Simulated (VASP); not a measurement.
```
Hf
1.0
    1.59383    -2.75446     0.00000
    1.59383     2.75446     0.00000
    0.00000     0.00000     5.05210
Hf
2
Direct
  0.33333   0.66667   0.25000
  0.68008   0.34675   0.75000
```

All values below come from PBE GGA, VASP's PBE PAW potentials (set 64) (plane waves; VASP 6.6.1). Run with 400 eV cut-off, KSPACING 0.6 per Å, first-order Methfessel-Paxton smearing of 0.10 eV, potentials Hf_pv.

**Question.** Give the stress tensor in GPa (positive for a compressed cell).

**Answer.** 
```
 4.15  -1.10   0.00
-1.10   4.36   0.00
 0.00   0.00  -3.83
```
The pressure is its mean diagonal, 1.56 GPa.

The compound is Hf in the hcp structure. The cell was not relaxed at this level, atoms are displaced from their ideal sites. The run is one of a series of settings (KGAMMA = .TRUE., KSPACING = 0.6, KPOINTS file removed against the base run), some of them coarse on purpose.
